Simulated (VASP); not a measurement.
Input:

```yaml
crystal:
  lattice:
    - [1.46923, -2.54478, 0.00000]
    - [1.46923, 2.54478, 0.00000]
    - [0.00000, 0.00000, 4.63687]
  atoms:
    - { symbol: Ti, position: [0.33333, 0.66667, 0.25000] }
    - { symbol: Ti, position: [0.66667, 0.33333, 0.75000] }
```

Method: r2SCAN meta-GGA, VASP's PBE PAW potentials (set 64) (plane waves; VASP). Run with 500 eV cut-off, 14×14×8 Γ-centred mesh, first-order Methfessel-Paxton smearing of 0.10 eV, potentials Ti_sv.

Task: Estimate the energy per atom (σ→0), band gap (on the k-mesh) with the smallest direct gap where there is one.

Result: 
```
Quantity                                                     Value
------------------------  ----------------------------------------
band gap (on the k-mesh)  none (metal, semimetal or under 0.01 eV)
energy per atom (σ→0)                              -12.951 eV/atom
```

The absolute energy has meaning only against runs of the same code, potentials and settings.

The compound is Ti in the hcp structure. It was relaxed first.
